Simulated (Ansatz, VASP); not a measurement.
Two plane-wave programs on Mg3SbBr3

```
CELL_PARAMETERS angstrom
5.71509 0.00000 0.00000
0.00000 5.71509 0.00000
0.00000 0.00000 5.71509
ATOMIC_POSITIONS crystal
Mg 0.50000 0.50000 0.00000
Mg 0.00000 0.50000 0.50000
Mg 0.50000 0.00000 0.50000
Sb 0.50000 0.50000 0.50000
Br 0.50000 0.00000 0.00000
Br 0.00000 0.50000 0.00000
Br 0.00000 0.00000 0.50000
```

Change from the starting cell: species swapped into the Ce3GaBr3 type (Pm-3m, No. 221).

Alike in both runs: task single point; functional PBE; k mesh 4 × 4 × 4; occupations gaussian, width 0.1 eV; no spin polarisation.

|  | VASP | Ansatz |
| --- | --- | --- |
| version | VASP 6.6.1 | Ansatz 0.2.0 |
| potentials or method | VASP PAW PBE potentials, release 64 (Mg, Sb, Br) | scalar-relativistic, plane waves, PAW |
| plane-wave cutoff (eV) | 520 | 420 |
| valence electrons in the cell | 32 | 66 |

```csv
,VASP,Ansatz,Ansatz less VASP
gap on the k mesh at the Fermi level (eV),0.92,0.95,+0.025
least direct gap on the mesh (eV),1.04,1.06,+0.024
pressure (GPa),0.0,0.1,+0.04
```

The two sets of potentials don't hold the same shells in valence.

Caveats: spin-orbit coupling is left out, which moves the levels of the heavy elements. A k mesh can miss the band edges.
